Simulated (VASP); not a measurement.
# Zn4Te3O (P1) in VASP: relaxation of cell and atoms with PBE

Aim: the relaxation of cell and atoms of Zn4Te3O with PBE.

Everything below comes from runs of VASP 6.6.1. Logs are shortened: lines on timing, memory, paths and dates and some standing lists are left out, and cuts for length are marked.

## 1. The crystal as given

The typed cell holds 8 atoms: a = 5.850 Å, b = 5.844 Å, c = 5.636 Å, α = 89.74°, β = 89.90°, γ = 90.65°.

The cell was built by a generator and needn't be a form met in nature.

## 2. Relaxation of cell and atoms, PBE

The input, INCAR:

```
SYSTEM = Zn4Te3O
ALGO     = Fast           ! electronic algorithm
EDIFF    = 1E-5           ! SCF threshold, eV
EDIFFG   = -0.03          ! ionic threshold
ENCUT    = 520            ! plane-wave cutoff, eV
GGA      = PE             ! functional
IBRION   = 2              ! ionic algorithm
ISIF     = 3              ! what is computed and relaxed
ISMEAR   = 0              ! smearing method
ISYM     = 0            
KPAR     = 2            
LASPH    = .TRUE.         ! aspherical terms in the spheres
LCHARG   = .FALSE.        ! write CHGCAR
LREAL    = Auto         
LWAVE    = .FALSE.        ! write WAVECAR
NELM     = 80             ! most SCF steps
NSW      = 110            ! ionic steps
PREC     = Normal         ! precision mode
SIGMA    = 0.15           ! smearing width, eV
```

The input, KPOINTS:

```
k-points
0
G
  4 4 4
  0 0 0
```

The input, POSCAR:

```
Zn4Te3O
1.0
    5.8496376400     -0.0333724300      0.0051217300
   -0.0333724300      5.8434223500      0.0128684400
    0.0051217300      0.0128684400      5.6364640600
Zn Te O
4 3 1
Direct
    0.2092461100      0.7964081200      0.7787770800
    0.7931742300      0.7801884500      0.2129441800
    0.7934523300      0.2006361200      0.8006155800
    0.2077197100      0.1964062900      0.2127026600
    0.5042966600      0.9999753300      0.5020015300
    0.9904403800      0.4983151000      0.5012677800
    0.4980854500      0.4980078700      0.0053569800
    0.0010338700      0.0022346600      0.0014789000
```

Potentials or basis: VASP PAW PBE potentials, release 64 (Zn, Te, O).

Command:

```
cat potpaw_PBE.64/Zn/POTCAR potpaw_PBE.64/Te/POTCAR potpaw_PBE.64/O/POTCAR > POTCAR
mpirun -np 2 vasp_std > vasp.out
```

OUTCAR:

```text
SYSTEM = Zn4Te3O
   EDIFF = 1E-5
   EDIFFG = -0.03
   ENCUT = 520
   GGA = PE
   IBRION = 2
   ISIF = 3
   ISMEAR = 0
   ISYM = 0
   LASPH = .TRUE.
   LREAL = Auto
   NELM = 80
   NSW = 110
   PREC = Normal

 ion  position               nearest neighbor table
   1  0.209  0.796  0.779-   8 2.13   5 2.60   6 2.66   7 2.75
   2  0.793  0.780  0.213-   8 2.13   6 2.59   7 2.65   5 2.69
   3  0.793  0.201  0.801-   8 2.03   5 2.66   6 2.67   7 2.72
   4  0.208  0.196  0.213-   8 2.04   5 2.65   7 2.70   6 2.73
   5  0.504  1.000  0.502-   1 2.60   4 2.65   3 2.66   2 2.69
   6  0.990  0.498  0.501-   2 2.59   1 2.66   3 2.67   4 2.73
   7  0.498  0.498  0.005-   2 2.65   4 2.70   3 2.72   1 2.75
   8  0.001  0.002  0.001-   3 2.03   4 2.04   2 2.13   1 2.13

IMPORTANT INFORMATION: All symmetrisations will be switched off!
NOSYMM: (Re-)initialisation of all symmetry stuff for point group C_1.

----------------------------------------------------------------------------------------

                                     Primitive cell

  volume of cell :     192.6577

  direct lattice vectors                    reciprocal lattice vectors
     5.849637640 -0.033372430  0.005121730     0.170956470  0.000976698 -0.000157574
    -0.033372430  5.843422350  0.012868440     0.000976698  0.171139030 -0.000391610
     0.005121730  0.012868440  5.636464060    -0.000157574 -0.000391610  0.177417231

  length of vectors
     5.849735077  5.843531815  5.636481077     0.170959333  0.171142265  0.177417733

  position of ions in fractional coordinates (direct lattice)
     0.209246110  0.796408120  0.778777080
     0.793174230  0.780188450  0.212944180
     0.793452330  0.200636120  0.800615580
     0.207719710  0.196406290  0.212702660
     0.504296660  0.999975330  0.502001530
     0.990440380  0.498315100  0.501267780
     0.498085450  0.498007870  0.005356980
     0.001033870  0.002234660  0.001478900

  ion indices of the primitive-cell ions
   primitive index   ion index
                 1           1
                 2           2
                 3           3
                 4           4
                 5           5
                 6           6
                 7           7
                 8           8

----------------------------------------------------------------------------------------

 KPOINTS: k-points

Automatic generation of k-mesh.
 Grid dimensions read from file:
 generate k-points for:    4    4    4

 Generating k-lattice:

  Cartesian coordinates                     Fractional coordinates (reciprocal lattice)
     0.042739118  0.000244175 -0.000039394     0.250000000  0.000000000  0.000000000
     0.000244175  0.042784758 -0.000097902     0.000000000  0.250000000 -0.000000000
    -0.000039394 -0.000097902  0.044354308     0.000000000  0.000000000  0.250000000

  Length of vectors
     0.042739833  0.042785566  0.044354433

  Shift w.r.t. Gamma in fractional coordinates (k-lattice)
     0.000000000  0.000000000  0.000000000

 Subroutine IBZKPT returns following result:
 ===========================================

 Found     36 irreducible k-points:

 Following reciprocal coordinates:
            Coordinates               Weight
  0.000000  0.000000  0.000000      1.000000
  0.250000 -0.000000  0.000000      2.000000
  0.500000 -0.000000  0.000000      1.000000
 -0.000000  0.250000  0.000000      2.000000
  0.250000  0.250000  0.000000      2.000000
  0.500000  0.250000  0.000000      2.000000
[... 16 lines left out ...]
  0.000000 -0.250000  0.250000      2.000000
  0.250000 -0.250000  0.250000      2.000000
 [... further k-points ...]
   k-points           NKPTS =     36   k-points in BZ     NKDIM =     36   number of bands    NBANDS=     43
   number of dos      NEDOS =    301   number of ions     NIONS =      8
   total plane-waves  NPLWV =  41472
   dimension x,y,z NGX =    36 NGY =   36 NGZ =   32
   dimension x,y,z NGXF=    72 NGYF=   72 NGZF=   64
   ions per type =               4   3   1
   NGX,Y,Z   is equivalent  to a cutoff of  10.23, 10.24,  9.44 a.u.
   NGXF,Y,Z  is equivalent  to a cutoff of  20.46, 20.48, 18.88 a.u.
 SYSTEM =  Zn4Te3O
   PREC   = normal    normal or accurate (medium, high low for compatibility)
   ISTART =      0    job   : 0-new  1-cont  2-samecut
   ICHARG =      2    charge: 1-file 2-atom 10-const
   ISPIN  =      1    spin polarized calculation?
   LNONCOLLINEAR =      F non collinear calculations
   LSORBIT =      F    spin-orbit coupling
   LASPH  =      T    aspherical Exc in radial PAW
   ENCUT  =  520.0 eV  38.22 Ry    6.18 a.u.  10.88 10.87 10.48*2*pi/ulx,y,z
   NELM   =     80;   NELMIN=  2; NELMDL= -5     # of ELM steps
   EDIFF  = 0.1E-04   stopping-criterion for ELM
   LREAL  =      T    real-space projection
   EDIFFG = -.3E-01   stopping-criterion for IOM
   NSW    =    110    number of steps for IOM
   IBRION =      2    ionic relax: 0-MD 1-quasi-New 2-CG
   NFREE  =      1    steps in history (QN), initial steepest desc. (CG)
   ISIF   =      3    stress and relaxation
   ISYM   =      0    0-nonsym 1-usesym 2-fastsym
   POTIM  = 0.5000    time-step for ionic-motion
   TEBEG  =    0.0;   TEEND  =   0.0 temperature during run
   PSTRESS=    0.0 pullay stress
   NELECT =      72.0000    total number of electrons
   NUPDOWN=      -1.0000    fix difference up-down
   EMIN   =  10.00;   EMAX   =-10.00  energy-range for DOS
   EFERMI =   0.00;   METHOD = LEGACY
   ISMEAR =     0;   SIGMA  =   0.15  broadening in eV -4-tet -1-fermi 0-gaus
   EFERMI_NEDOS =   21; number of points for ismear=-14 and -15
   IALGO  =     68    algorithm
   IMIX   =      4    mixing-type and parameters
     AMIX     =   0.40;   BMIX     =  1.00
     AMIX_MAG =   1.60;   BMIX_MAG =  1.00
  volume/ion in A,a.u.               =      24.08       162.51
  Fermi-wavevector in a.u.,A,eV,Ry     =   1.179207  2.228379 18.919314  1.390530
  Thomas-Fermi vector in A             =   2.315523
   LORBIT       =      0    0 simple, 1 ext, 2 COOP (PROOUT), +10 PAW based schemes
   GGA     = PE    functional components
   LHFCALC =     F    Hartree Fock is set to
   AEXX    =    0.0000 exact exchange contribution
   IVDW    =     0    specifies the selected vdW correction
   LEPSILON=     F    determine dielectric tensor
   LRPA    =     F    only Hartree local field effects (RPA)
 conjugate gradient relaxation of ions
 non-spin polarized calculation
 RMM-DIIS sequential band-by-band and
 Gauss-broadening in eV      SIGMA  =   0.15
  energy-cutoff  :      520.00
  volume of cell :      192.66
 maximum number of plane-waves:      5208
   NGX = 21   NGY = 21   NGZ = 21

--------------------------------------- Ionic step        1  -------------------------------------------

 number of electron      71.9999975 magnetization

 Free energy of the ion-electron system (eV)
  ---------------------------------------------------
  ext. energy  EPLUGINS =         0.00000000
  ---------------------------------------------------
  free energy    TOTEN  =       -22.89307634 eV

  energy without entropy =      -22.88131414  energy(sigma->0) =      -22.88719524

------------------------ aborting loop because EDIFF is reached ----------------------------------------

  FORCE on cell =-STRESS in cart. coord.  units (eV):
  Direction    XX          YY          ZZ          XY          YZ          ZX
  --------------------------------------------------------------------------------------
  -------------------------------------------------------------------------------------
  Total        0.4721109      0.3881609      1.7751194      0.6954653     -0.7008114      0.5097226
  in kB        3.9261627      3.2280189     14.7622261      5.7836204     -5.8280795      4.2389492
  external PRESSURE =       7.3054692 kB  Pullay stress =       0.0000000 kB
[... 107 lines left out ...]
  FREE ENERGIE OF THE ION-ELECTRON SYSTEM (eV)
  ---------------------------------------------------
  free  energy   TOTEN  =       -22.9570129706 eV

  energy  without entropy=      -22.9467425443  energy(sigma->0) =      -22.95187776

[... ionic steps 4 to 22 ...]

--------------------------------------- Ionic step       23  -------------------------------------------

 number of electron      71.9999915 magnetization

------------------------ aborting loop because EDIFF is reached ----------------------------------------

  FORCE on cell =-STRESS in cart. coord.  units (eV):
  Direction    XX          YY          ZZ          XY          YZ          ZX
  --------------------------------------------------------------------------------------
  -------------------------------------------------------------------------------------
  Total       -0.3464338     -0.3709273     -0.4063571      0.0259621     -0.0205564      0.0302903
  in kB       -2.8294621     -3.0295101     -3.3188794      0.2120429     -0.1678922      0.2473925
  external PRESSURE =      -3.0592839 kB  Pullay stress =       0.0000000 kB
[... 69 lines left out ...]
  energy  without entropy=      -22.9729093759  energy(sigma->0) =      -22.97858885

--------------------------------------- Ionic step       25  -------------------------------------------

 number of electron      71.9999923 magnetization

 Free energy of the ion-electron system (eV)
  ---------------------------------------------------
  ext. energy  EPLUGINS =         0.00000000
  ---------------------------------------------------
  free energy    TOTEN  =       -22.98447700 eV

  energy without entropy =      -22.97312289  energy(sigma->0) =      -22.97879995

 E-fermi :   3.2584     XC(G=0):  -9.2527

 val. band max:        3.1706650631   @ k =   0.5000   0.5000   0.5000
 cond. band min:       3.5787327902   @ k =   0.5000   0.5000   0.2500
 fundamental gap:      0.4080677271
 Fermi energy:         3.2583963619

 k-point     1 :       0.0000    0.0000    0.0000
  band No.  band energies     occupation
      1     -15.1111      2.00000
      2      -8.4436      2.00000
      3      -7.2426      2.00000
      4      -7.2374      2.00000
      5      -3.9335      2.00000
      6      -3.9289      2.00000
[... 1093 lines left out ...]
     42       7.5993      0.00000
     43       7.6260      0.00000

 [... further k-points ...]

------------------------ aborting loop because EDIFF is reached ----------------------------------------

  FORCE on cell =-STRESS in cart. coord.  units (eV):
  Direction    XX          YY          ZZ          XY          YZ          ZX
  --------------------------------------------------------------------------------------
  -------------------------------------------------------------------------------------
  Total       -0.0393732     -0.0457677     -0.1165921      0.0091145      0.0138469      0.0097695
  in kB       -0.3235528     -0.3761005     -0.9581066      0.0748989      0.1137885      0.0802819
  external PRESSURE =      -0.5525866 kB  Pullay stress =       0.0000000 kB
[... 23 lines left out ...]
  FREE ENERGIE OF THE ION-ELECTRON SYSTEM (eV)
  ---------------------------------------------------
  free  energy   TOTEN  =       -22.9844770049 eV

  energy  without entropy=      -22.9731228872  energy(sigma->0) =      -22.97879995

 reached required accuracy - stopping structural energy minimisation
```

Run time: 18 min. Hardware: 2 MPI ranks of Intel Xeon Platinum 8488C (Sapphire Rapids), shared host; peak memory 0.32 GiB.

What came out:

```yaml
Free_energy: -22.9845 eV
Relaxed_volume: 24.37 Å³/atom
Relaxed_cell: a = 5.793 Å, b = 5.797 Å, c = 5.806 Å, α = 90.12°, β = 89.92°, γ = 90.07°
Space_group_after_relaxing_to_0.05_Å: P-43m (No. 215)
Energy_gained_by_relaxing: 11.4 meV/atom
Ionic_steps: 25
Pressure_after_relaxing: -0.1 GPa
Largest_force_after_relaxing: 0.030 eV/Å
Band_gap_on_the_k_mesh: none (metal or under the smearing width)
```

Forces on the atoms (eV/Å):
```
Zn  -0.006 -0.020  0.021
Zn  -0.005  0.006 -0.007
Zn  -0.006 -0.007 -0.027
Zn   0.016  0.002  0.004
Te  -0.019 -0.008  0.010
Te   0.010  0.006  0.004
Te   0.008  0.016  0.003
O    0.002  0.005 -0.007
```

The path:
| step | energy change (eV) | largest force (eV/Å) | pressure (GPa) | volume (Å³) |
| --- | --- | --- | --- | --- |
| 1 | 0.0000 | 0.4788 | 0.73 | 192.66 |
| 2 | -0.0589 | 0.2743 | -0.16 | 195.72 |
| 3 | -0.0639 | 0.1701 | -0.80 | 198.10 |
| 4 | -0.0659 | 0.2028 | -0.76 | 197.40 |
| 5 | -0.0821 | 0.0883 | -0.09 | 194.80 |
| 6 | -0.0826 | 0.1006 | 0.19 | 193.83 |
| 7 | -0.0828 | 0.0916 | 0.16 | 194.10 |
| 8 | -0.0872 | 0.0599 | 0.17 | 194.40 |
| 9 | -0.0875 | 0.0706 | 0.00 | 194.54 |
| 10 | -0.0875 | 0.0679 | 0.08 | 194.52 |
| 11 | -0.0888 | 0.0553 | 0.08 | 195.04 |
| 12 | -0.0871 | 0.0692 | -0.47 | 196.58 |
| 13 | -0.0891 | 0.0461 | -0.33 | 195.73 |
| 14 | -0.0892 | 0.0455 | -0.26 | 195.54 |
| 15 | -0.0899 | 0.0385 | -0.20 | 195.33 |
| 16 | -0.0908 | 0.0614 | -0.22 | 194.74 |
| 17 | -0.0908 | 0.0353 | -0.04 | 194.03 |
| 18 | -0.0905 | 0.0343 | 0.30 | 193.68 |
| 19 | -0.0907 | 0.0364 | 0.17 | 193.93 |
| 20 | -0.0908 | 0.0359 | 0.20 | 193.98 |
| 21 | -0.0908 | 0.0358 | 0.18 | 194.01 |
| 22 | -0.0914 | 0.0289 | 0.20 | 194.55 |
| 23 | -0.0896 | 0.0233 | -0.31 | 196.17 |
| 24 | -0.0912 | 0.0245 | -0.22 | 195.29 |
| 25 | -0.0914 | 0.0299 | -0.06 | 194.97 |

Final structure:
```cif
data_structure
_symmetry_space_group_name_H-M 'P 1'
_symmetry_Int_Tables_number 1
_cell_length_a 5.7928
_cell_length_b 5.7972
_cell_length_c 5.8057
_cell_angle_alpha 90.120
_cell_angle_beta 89.924
_cell_angle_gamma 90.067
_cell_volume 194.97
loop_
_atom_site_label
_atom_site_type_symbol
_atom_site_fract_x
_atom_site_fract_y
_atom_site_fract_z
_atom_site_occupancy
Zn1 Zn 0.21129 0.78688 0.78779 1
Zn2 Zn 0.78920 0.78479 0.21210 1
Zn3 Zn 0.78993 0.20668 0.79533 1
Zn4 Zn 0.20962 0.20680 0.21309 1
Te1 Te 0.50175 0.99848 0.50122 1
Te2 Te 0.99743 0.49579 0.50214 1
Te3 Te 0.49795 0.49696 0.00133 1
O1 O 0.00030 0.99579 0.00213 1
```
